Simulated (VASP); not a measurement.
Shape and ions are relaxed at each volume.

Energy against volume of NiSb (NiAs type). All values below come from SCAN meta-GGA, VASP's PBE PAW potentials (set 64) (plane waves; VASP).

```json
[
 {"V (Å³/atom)": "15.828", "E (eV/atom)": "-26.97154"},
 {"V (Å³/atom)": "16.333", "E (eV/atom)": "-26.99198"},
 {"V (Å³/atom)": "16.839", "E (eV/atom)": "-26.99797"},
 {"V (Å³/atom)": "17.344", "E (eV/atom)": "-26.99143"},
 {"V (Å³/atom)": "17.849", "E (eV/atom)": "-26.97454"}
]
```

Task: Fit a third-order Birch-Murnaghan equation of state.

Result: 
- volume per atom = 16.81 Å^3/atom
- bulk modulus = 131 GPa
- pressure derivative of the bulk modulus = 4.47

The compound is NiSb in the NiAs type structure. It was relaxed first. The run is not spin-polarised, so no magnetic state was tried.
